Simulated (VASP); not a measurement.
These are LDA (Ceperley-Alder, Perdew-Zunger), VASP's LDA PAW potentials (set 64) (plane waves; VASP) values and carry that method's errors.

VASP input:

### KPOINTS
```
k-points along high-symmetry lines
10
Line-mode
Reciprocal
  0.000000   0.000000   0.000000 ! GAMMA
  0.500000   0.000000   0.000000 ! M

  0.500000   0.000000   0.000000 ! M
  0.333333   0.333333   0.000000 ! K

  0.333333   0.333333   0.000000 ! K
  0.000000   0.000000   0.000000 ! GAMMA

  0.000000   0.000000   0.000000 ! GAMMA
  0.000000   0.000000   0.500000 ! A

  0.000000   0.000000   0.500000 ! A
  0.500000   0.000000   0.500000 ! L

  0.500000   0.000000   0.500000 ! L
  0.333333   0.333333   0.500000 ! H

  0.333333   0.333333   0.500000 ! H
  0.000000   0.000000   0.500000 ! A

  0.500000   0.000000   0.500000 ! L
  0.500000   0.000000   0.000000 ! M

  0.333333   0.333333   0.500000 ! H
  0.333333   0.333333   0.000000 ! K
```

**INCAR**
```
# general
SYSTEM =Se
PREC   =Accurate
ENCUT  =520
LREAL  =F   # projection in real space or not
LASPH  =T   # aspherical one-centre terms
ICHARG =11

# electronic loop
EDIFF  =1E-7
NELM   =100   # most electronic steps
ALGO   =Normal   # blocked Davidson
LMAXMIX=4

# smearing
ISMEAR =0   # Gaussian
SIGMA  =0.05   # width (eV)

# output
LWAVE  =F
LCHARG =F
LORBIT =11
```

**POSCAR**
```
Se
1.0
  1.9764234430  -3.4232658101   0.0000000000
  1.9764234430   3.4232658101   0.0000000000
  0.0000000000   0.0000000000   5.1200794958
Se
3
direct
  0.0000000000   0.2556381205   0.6666670000
  0.7443618795   0.7443618795   1.0000000000
  0.2556381205   0.0000000000   0.3333330000
```

POTCAR, in this order: Se (LDA.64 set). Program: vasp_std. Read from the step before: CHGCAR.

The run wrote:

File OSZICAR:
```
       N       E                     dE             d eps       ncg     rms          rms(c)
DAV:   1     0.845843057244E+02    0.84584E+02   -0.75630E+03  2340   0.117E+03
DAV:   2    -0.586164586785E+01   -0.90446E+02   -0.86444E+02  3175   0.179E+02
DAV:   3    -0.116588530356E+02   -0.57972E+01   -0.57331E+01  2775   0.517E+01
DAV:   4    -0.117220201319E+02   -0.63167E-01   -0.62961E-01  2745   0.607E+00
DAV:   5    -0.117225200061E+02   -0.49987E-03   -0.49983E-03  2865   0.520E-01
DAV:   6    -0.117225278084E+02   -0.78024E-05   -0.78022E-05  2750   0.610E-02
DAV:   7    -0.117225279913E+02   -0.18284E-06   -0.18292E-06  2920   0.774E-03
DAV:   8    -0.117225279967E+02   -0.54058E-08   -0.49467E-08  2219   0.117E-03
   1 F= -.11722528E+02 E0= -.11722526E+02  d E =-.336184E-05
```

### OUTCAR
```
 val. band max:        4.4546684165   @ k =   0.3519   0.2963   0.5000

 cond. band min:       4.7049928535   @ k =   0.3333   0.3333   0.5000



 k-point     1 :       0.0000    0.0000    0.0000
  band No.  band energies     occupation
      1     -11.9281      2.00000
      2      -7.7376      2.00000
      3      -7.7376      2.00000
      4       0.6519      2.00000
      5       0.9850      2.00000
      6       0.9850      2.00000
      7       2.4335      2.00000
      8       2.4335      2.00000
      9       3.7064      2.00000
     10       5.7305      0.00000
     11       5.7305      0.00000
     12       6.3915      0.00000
     13      10.5963      0.00000

 k-point     2 :       0.0556    0.0000    0.0000
  band No.  band energies     occupation
      1     -11.9039      2.00000
      2      -7.7450      2.00000
      3      -7.7305      2.00000
      4       0.4206      2.00000
      5       0.8376      2.00000
      6       0.9781      2.00000
      7       2.5022      2.00000
      8       2.6532      2.00000
      9       3.7307      2.00000
     10       5.6407      0.00000
     11       5.7148      0.00000
     12       6.3685      0.00000
     13      10.5713      0.00000

 k-point     3 :       0.1111    0.0000    0.0000
  band No.  band energies     occupation
      1     -11.8320      2.00000
      2      -7.7702      2.00000
      3      -7.7098      2.00000
      4      -0.0456      2.00000
      5       0.5504      2.00000
      6       0.8821      2.00000
      7       2.6572      2.00000
      8       3.0328      2.00000
      9       3.7355      2.00000
     10       5.4896      0.00000
     11       5.6834      0.00000
     12       6.3355      0.00000
     13      10.4042      0.00000

 k-point     4 :       0.1667    0.0000    0.0000
  band No.  band energies     occupation
      1     -11.7154      2.00000
      2      -7.8212      2.00000
      3      -7.6770      2.00000
      4      -0.5257      2.00000
...
```

The density is held fixed in this step, so its total energy and stress have no physical meaning.

The compound is Se in the trig structure. It was relaxed first, which changed the volume by -15 %.
